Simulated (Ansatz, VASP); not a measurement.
One calculation of ZrFeS3, two programs

```
CELL_PARAMETERS angstrom
4.63368 0.00000 0.00000
0.00000 4.63368 0.00000
0.00000 0.00000 4.63368
ATOMIC_POSITIONS crystal
Zr 0.00000 0.00000 0.00000
Fe 0.50000 0.50000 0.50000
S 0.00000 0.50000 0.50000
S 0.50000 0.00000 0.50000
S 0.50000 0.50000 0.00000
```

Change from the starting cell: species swapped into the Ce3AlN type (Pm-3m, No. 221).

Alike in both runs: task single point; functional PBE; k mesh 4 × 4 × 4; occupations gaussian, width 0.1 eV; collinear spin.

```csv
,VASP,Ansatz
version,VASP 6.6.1,Ansatz 0.2.0
potentials or method,"VASP PAW PBE potentials, release 64 (Zr_sv, Fe, S)","scalar-relativistic, plane waves, PAW"
plane-wave cutoff (eV),520,420
valence electrons in the cell,38,46
```

VASP gave:

```
gap on the k mesh at the Fermi level (eV)                     : none
pressure (GPa)                                                : -11.0
net moment per atom (μB)                                      : 0.29
size of the moment on the site where the two differ most (μB) : 0.61
```

What did Ansatz give for the same quantities?

gap on the k mesh at the Fermi level (eV): none; pressure (GPa): -11.0; net moment per atom (μB): 0.29; size of the moment on the site where the two differ most (μB): 0.66.

Site moments also hang on the region over which each program counts them. A gap of «none» marks a metal or a gap that the smearing closes. The functional is the same, so the differences come from potentials, cutoffs and numerics. The two sets of potentials don't hold the same shells in valence.

Caveats: a cell with one magnetic atom can't hold antiferromagnetic order, which such compounds often take.
